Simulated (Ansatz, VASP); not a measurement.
# HfN: VASP beside Ansatz, part 2 of 2

Aim: how closely do two programs agree when they are given the same cell, functional and k mesh? The cell is taken from a series of runs on this material, whose earlier steps may have relaxed, scaled, displaced or heated it; both programs get it as it stands.

VASP 6.6.1 and Ansatz 0.2.0.

So far: The starting structure; VASP: relaxation of cell and atoms, PBE; Ansatz: relaxation of cell and atoms, PBE; Side by side.

## 5. Ansatz: zone-centre phonons, PBE

Level of this step: Ansatz beside VASP: Kohn-Sham DFT, plane waves, PBE (Ansatz).

Second derivatives magnify differences that forces hide, and they need a tight electronic threshold.

The cell is taken from a series of runs on this material, whose earlier steps may have relaxed, scaled, displaced or heated it; both programs get it as it stands.

The input, input.yaml:

```yaml
crystal:
  lattice:
    - [0.0, 2.273857743, 2.273857743]
    - [2.273857743, 0.0, 2.273857743]
    - [2.273857743, 2.273857743, 0.0]
  atoms:
    - { symbol: Hf, position: [0.0, 0.0, 0.0] }
    - { symbol: "N", position: [0.5, 0.5, 0.5] }
kpoints:
  mp_grid: { grid: [20, 20, 20] }
hamiltonian:
  xc: pbe
scf:
  occupations: { method: methfessel_paxton, width: 0.2 }
output:
  eigenvalues: true
phonons:
  method: dfpt
```

On the command line:

```bash
> ansatz run input.yaml --threads 4 --pin off --max-ram 7168MiB --backend cpu --events-out ev --progress --plain --runs-dir out
```

Numbers of over 12 decimals in the logs are rounded to 6 here.

What it wrote:

```text
[...]
Crystal: 2 atoms, lattice volume = 23.514 Å³
Basis set: ecut = 420 eV, 459 PW (Γ), exchange–correlation on 48×48×48 points (8 copies of the dense FFT grid, shifted against one another)
Bands: 20, of which v1, the nominal top of the filled ones, is band 16 counted from 1 (15 counted from 0)
Symmetry: 48 space group operations
k-points: 641 of 8000 (irreducible under 8 space group operations, time reversal used)
[...]
k mesh reduced under 8 symmetry operations, with k and −k counted as one. Each operation leaves every solved perturbation unchanged. A smaller set is not used because it would not reduce the number of displacements times k-points to solve
  ASR residual: 8.312e-5 → 0.000e0 eV/Å²; symmetrization residual: 2.082e-6 eV/Å²
  ASR residual per site (eV/Å²): 3.18e-6 8.31e-5
  Γ frequencies (cm⁻¹): 0.00 0.00 0.00 479.48 479.48 479.48
  non-analytic LO–TO correction: not included (Born effective charges unavailable; polar crystals: no LO–TO splitting at Γ)
[key lines of the parts left out:]
SCF converged after 9 iterations
Free energy (F): -16108.687281 eV
Fermi energy:    23.450778 eV
```

## 6. VASP: zone-centre phonons, PBE

The same cell, functional, mesh and smearing now go to VASP, with its own data sets.

The input, INCAR:

```
SYSTEM = HfN
PREC = Accurate
ENCUT = 600
EDIFF = 1E-08
NELM = 120
ISMEAR = 1
SIGMA = 0.2
LREAL = .FALSE.
ALGO = Normal
GGA = PE
NBANDS = 13
LASPH = .TRUE.
LORBIT = 11
LWAVE = .FALSE.
LCHARG = .FALSE.
ISIF = 2
IBRION = 8
GGA_COMPAT = .FALSE.
KPAR = 2
```

The input, POSCAR:

```
HfN
1.0
    0.0000000000      2.2738577430      2.2738577430
    2.2738577430      0.0000000000      2.2738577430
    2.2738577430      2.2738577430      0.0000000000
Hf N
1 1
Direct
    0.0000000000      0.0000000000      0.0000000000
    0.5000000000      0.5000000000      0.5000000000
```

The input, KPOINTS:

```
Automatic mesh
0
Gamma
20 20 20
0 0 0
```

PAW data sets: Hf_pv and N (PBE family, release 64).

On the command line:

```bash
> mpirun -np 2 vasp_std
```

What it wrote:

```text
[... set-up lines as in an earlier step ...]
 entering main loop
       N       E                     dE             d eps       ncg     rms          rms(c)
DAV:   1     0.437000404559E+02    0.43700E+02   -0.86420E+03  6664   0.121E+03
DAV:   2    -0.222820807938E+02   -0.65982E+02   -0.62023E+02  8847   0.267E+02
DAV:   3    -0.247533538634E+02   -0.24713E+01   -0.24554E+01  8080   0.437E+01
DAV:   4    -0.247656636560E+02   -0.12310E-01   -0.12306E-01  7464   0.348E+00
[...]
DAV:  14    -0.217570367460E+02    0.68072E-07   -0.41777E-08  8026   0.203E-03    0.487E-03
DAV:  15    -0.217570367741E+02   -0.28146E-07   -0.17441E-08  5485   0.125E-03    0.812E-04
DAV:  16    -0.217570367813E+02   -0.71855E-08   -0.23459E-09  3388   0.499E-04
   1 F= -.21757037E+02 E0= -.21756783E+02  d E =-.759871E-03
 Linear response reoptimize wavefunctions to high precision
DAV:   1    -0.217570367793E+02    0.19884E-08   -0.18123E-10  3923   0.134E-04
DAV:   2    -0.217570367793E+02    0.12051E-10   -0.18729E-11  3373   0.458E-05
 Linear response DOF=           2
 Linear response progress:
[...]
RMM:  12    -0.207152012690E+00    0.21968E-07    0.31415E-07 36078   0.252E-05    0.512E-06
RMM:  13    -0.207152013550E+00   -0.85973E-09    0.16704E-07 31952   0.131E-05    0.193E-05
RMM:  14    -0.207152006968E+00    0.65817E-08    0.76789E-08 26282   0.703E-06    0.605E-06
 first order change of Fermi-energy   0.15528E-03
 force on displaced ion       1 direction 1 : -10.952   0.000   0.000
 Linear response progress:
  Degree of freedom:   2/  2
       N       E                     dE             d eps       ncg     rms          rms(c)
RMM:   1    -0.233236951188E+00   -0.23324E+00    0.16781E-01 36482   0.297E+00
RMM:   2    -0.230826080749E+00    0.24109E-02   -0.36081E-03 26258   0.453E-01    0.565E-01
RMM:   3    -0.231830470423E+00   -0.10044E-02   -0.54974E-04 23711   0.147E-01    0.314E-01
RMM:   4    -0.233399691761E+00   -0.15692E-02   -0.41086E-04 23898   0.132E-01    0.459E-02
[...]
RMM:  10    -0.233332925338E+00    0.16625E-06    0.26176E-10 31126   0.250E-05    0.291E-05
RMM:  11    -0.233332894983E+00    0.30355E-07   -0.12581E-08 30302   0.666E-06    0.143E-05
RMM:  12    -0.233332902617E+00   -0.76339E-08   -0.45892E-09 27053   0.240E-06    0.779E-06
 first order change of Fermi-energy   0.65833E-04
 force on displaced ion       2 direction 1 : -10.961   0.000   0.000
 Linear response finished
```

Parts of OUTCAR (step 6):

```text
  Total       -0.3569923     -0.3569923     -0.3569923      0.0000000     -0.0000000      0.0000000
  in kB      -24.3248166    -24.3248166    -24.3248166      0.0000000     -0.0000000      0.0000000
  external PRESSURE =     -24.3248166 kB  Pullay stress =       0.0000000 kB

 POSITION                                       TOTAL-FORCE (eV/Angst)
 -----------------------------------------------------------------------------------
      0.00000      0.00000      0.00000         0.000000     -0.000000      0.000000
      2.27386      2.27386      2.27386        -0.000000      0.000000     -0.000000
 -----------------------------------------------------------------------------------
    total drift:                                0.000000      0.000000      0.000000

[... 1 part as in an earlier step ...]

[... 1 further part left out ...]
```

## 7. Comparison

What differs besides the data sets and the points named for the pairs above, as far as they apply: the data sets hold 31 valence electrons in Ansatz (on its default PAW (the set named soft_2) files) and 15 in VASP. Total energies have different zeros and are not compared.

Both answers:

```tsv
quantity	Ansatz	VASP	difference
optical mode 1 to 3 (cm⁻¹)	479.5	479.1	+0.07 %
```

Modes are paired by rising frequency, not by their patterns, so a pair may set unlike modes beside each other; they are those without the splitting of longitudinal modes.

## 8. Outcome

| Quantity | Value |
| --- | --- |
| difference in volume (relaxation of cell and atoms, PBE) | 0.92 % |
| r.m.s. difference of the optical zone-centre modes, each program's sorted by frequency (zone-centre phonons, PBE) | 0.35 cm⁻¹ |

In words: The difference in volume is 0.92 % (relaxation of cell and atoms, PBE), within the 1.2 % picked in this series as the mark of a large difference, as far as the stopping tolerances let one tell. The data sets hold unlike numbers of valence electrons (31 in Ansatz and 15 in VASP), so part of the differences comes from the potentials. How closely two codes agree says nothing of how well the functional describes the real material.

[Lines on the potential files, build, host, timing and source positions are cut from VASP's logs without a mark.]

[Logs are printed without paths, hosts, clocks, repeated set-up lines and the standing remarks that a program may print on its own settings, such as how far it seeks lower states.]

[Hosts, paths, dates, database ids (printed as entryN), source tags and the programs' standing remarks are cut or masked in the printed files.]
